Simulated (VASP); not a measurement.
A VASP calculation is set up with these files.

POSCAR:
```
HgMg3Te4
1.0
  0.0000000000   3.2376451111   3.2376451111
  3.2376451111   0.0000000000   3.2376451111
 12.9274218249  12.9274218249   0.0231586196
Mg Te Hg
3 4 1
direct
  0.9984165121   0.9984165121   0.0011876159
  0.9999116711   0.9999116711   0.2500662467
  0.9993206317   0.9993206317   0.5005095262
  0.2504794215   0.2504794215   0.0621404339
  0.2501024539   0.2501024539   0.3124231596
  0.2534005402   0.2534005402   0.5599495948
  0.2473143244   0.2473143244   0.8145142567
  0.0010544452   0.0010544452   0.7492091661
```

File KPOINTS:
```
Automatic mesh
0
G
  6 6 2
0 0 0
```

### INCAR
```
# general
SYSTEM  = HgMg3Te4
PREC    = Accurate
ENCUT   = 400
LREAL   = .FALSE.
LASPH   = .TRUE.   # aspherical one-centre terms

# electronic loop
EDIFF   = 1E-6
NELM    = 100
ALGO    = Normal   # blocked Davidson
LMAXMIX = 6

# smearing
ISMEAR  = 0
SIGMA   = 0.05   # width (eV)

# functional
GGA     = PS   # PBEsol

# ions
IBRION  = 2   # conjugate gradients
NSW     = 60   # most ionic steps
ISIF    = 3   # ions, shape and volume
EDIFFG  = -0.02

# output
LWAVE   = .FALSE.
LCHARG  = .FALSE.
```

POTCAR, in this order: Mg Te Hg (PBE.64 set). Program: vasp_std.

Translate this PBEsol calculation to Ansatz.

One equivalent input (not run):
Ansatz 0.2 input:
```yaml
crystal:
  lattice:
    - [0.0000000, 3.2376451, 3.2376451]
    - [3.2376451, 0.0000000, 3.2376451]
    - [12.9274218, 12.9274218, 0.0231586]
  atoms:
    - { symbol: Mg, position: [0.9984165, 0.9984165, 0.0011876] }
    - { symbol: Mg, position: [0.9999117, 0.9999117, 0.2500662] }
    - { symbol: Mg, position: [0.9993206, 0.9993206, 0.5005095] }
    - { symbol: Te, position: [0.2504794, 0.2504794, 0.0621404] }
    - { symbol: Te, position: [0.2501025, 0.2501025, 0.3124232] }
    - { symbol: Te, position: [0.2534005, 0.2534005, 0.5599496] }
    - { symbol: Te, position: [0.2473143, 0.2473143, 0.8145143] }
    - { symbol: Hg, position: [0.0010544, 0.0010544, 0.7492092] }
kpoints:
  mp_grid: { grid: [6, 6, 2] }
hamiltonian:
  xc: pbesol
  pseudopotentials: { kind: paw }
scf:
  occupations: { method: gaussian, width: 0.05 }
  max_iter: 100
relax:
  max_steps: 60
  f_tol: 0.02
  cell: {}
output: { forces: true, stress: true, eigenvalues: true }
```
The two are equivalent in intent, not identical: each code has its own PAW files, so the cut-off isn't converted (ENCUT is set for VASP's; basis.ecutwfc is left out, and Ansatz then takes the one that its files recommend); Ansatz stops its SCF on the density residual and VASP on the energy change (EDIFF).

The structure was generated: HgMg3Te4 was put into an ordered model structure (R3m), which need not be its known phase. This run relaxes it. Symmetry was kept, so distortions that lower it aren't found. The start is the result of an earlier pass.
